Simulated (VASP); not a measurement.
Here is the system:

```
TlCl
1.0
    3.69533     0.00000     0.00000
    0.00000     3.69533     0.00000
    0.00000     0.00000     3.69533
Tl Cl
1 1
Direct
  0.00000   0.00000   0.00000
  0.50000   0.50000   0.50000
```

The numbers are results of LDA (Ceperley-Alder, Perdew-Zunger), VASP's LDA PAW potentials (set 64) (plane waves; VASP 6.6.1), not measurements. Settings: 500 eV cut-off, 7×7×7 Γ-centred mesh, Gaussian smearing of 0.050 eV, potentials Tl_d Cl.

Problem. Estimate the energy per atom (σ→0).

Solution. 
| Item | Value |
|---|---|
| energy per atom (σ→0) | -3.503 eV/atom |

The compound is TlCl in the CsCl type structure. It was relaxed first, which changed the volume by -11 %.
